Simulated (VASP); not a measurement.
Calculation: PBE GGA, VASP's PBE PAW potentials (set 64) (plane waves; VASP).

A VASP calculation is set up with these files.

KPOINTS:
```
Automatic mesh
0
Gamma
6 6 6
0 0 0
```

INCAR:
```
# general
SYSTEM   =  SnTe
PREC     =  Accurate
ENCUT    =  400
LREAL    =  .False.
LASPH    =  .True.

# electronic loop
EDIFF    =  1E-6
NELM     =  100
ALGO     =  Normal
LMAXMIX  =  4

# smearing
ISMEAR   =  0
SIGMA    =  0.05

# functional
GGA      =  PE

# ions
ISIF     =  2

# output
LWAVE    =  .False.
LCHARG   =  .False.
```

File POSCAR:
```
SnTe
1
    0.0000000000     3.1600000000     3.1600000000
    3.1600000000     0.0000000000     3.1600000000
    3.1600000000     3.1600000000     0.0000000000
Sn Te
1 1
Direct
  0.0000000000   0.0000000000   0.0000000000
  0.5000000000   0.5000000000   0.5000000000
```

POTCAR, in this order: Sn_d Te (PBE.64 set). Program: vasp_std.

Unless said otherwise, spin-orbit coupling is left out, though it shifts the bands of the heavy elements here.

Q: Estimate the energy per atom (σ→0), pressure, band gap (on the k-mesh).

A: 
* **energy per atom (σ→0)**: -3.774 eV/atom
* **band gap (on the k-mesh)**: 0.07 eV
* **pressure**: 17.4 kbar

File OSZICAR:
```
...
DAV:   6    -0.754808580386E+01    0.54415E-01   -0.13335E-01   566   0.285E+00    0.316E+00
DAV:   7    -0.754917515540E+01   -0.10894E-02   -0.55277E-02   552   0.139E+00    0.796E-01
DAV:   8    -0.754915034645E+01    0.24809E-04   -0.76448E-03   532   0.824E-01    0.190E-01
DAV:   9    -0.754929638064E+01   -0.14603E-03   -0.52349E-04   546   0.251E-01    0.295E-02
DAV:  10    -0.754929452430E+01    0.18563E-05   -0.63549E-05   552   0.807E-02    0.175E-02
DAV:  11    -0.754929975518E+01   -0.52309E-05   -0.38400E-05   480   0.582E-02    0.240E-02
DAV:  12    -0.754929936974E+01    0.38544E-06   -0.32296E-06   512   0.159E-02
   1 F= -.75492994E+01 E0= -.75489832E+01  d E =-.632414E-03
```

The compound is SnTe in the rock salt structure, which distorts at low temperature. The cell was not relaxed at this level.
